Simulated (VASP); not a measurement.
The system is TiSi2.

```
Ti Si
1.0
     0.00000    4.09200    4.24964
     2.38156    0.00000    4.24964
     2.38156    4.09200    0.00000
Ti Si
2 4
Direct
  0.50000 0.50000 0.50000
  0.75000 0.75000 0.75000
  0.83616 0.16384 0.83616
  0.16384 0.83616 0.16384
  0.08616 0.41384 0.08616
  0.41384 0.08616 0.41384
```

The cell is a database's computed one.

Base run:

```yaml
Program: VASP 6.6.1
Functional: r2SCAN
Potentials_or_basis: VASP PAW PBE potentials, release 64 (Ti_sv, Si)
Cutoff: 520 eV
k_mesh: 10 × 10 × 10
Occupations: gaussian, width 0.1 eV
Spin: no spin polarisation
```

Its results: band gap on the k mesh none (metal or under the smearing width); pressure 2.0 GPa.

The run is repeated on the same cell with these changes: functional from r2SCAN to PBEsol; cutoff from 520 eV to 900 eV. What comes out?

Band gap on the k mesh none (metal or under the smearing width); pressure 0.0 GPa.

Caveats: the PAW data sets were made with another functional, which shifts forces and pressure a little.

Not every run made on this cell is shown here.
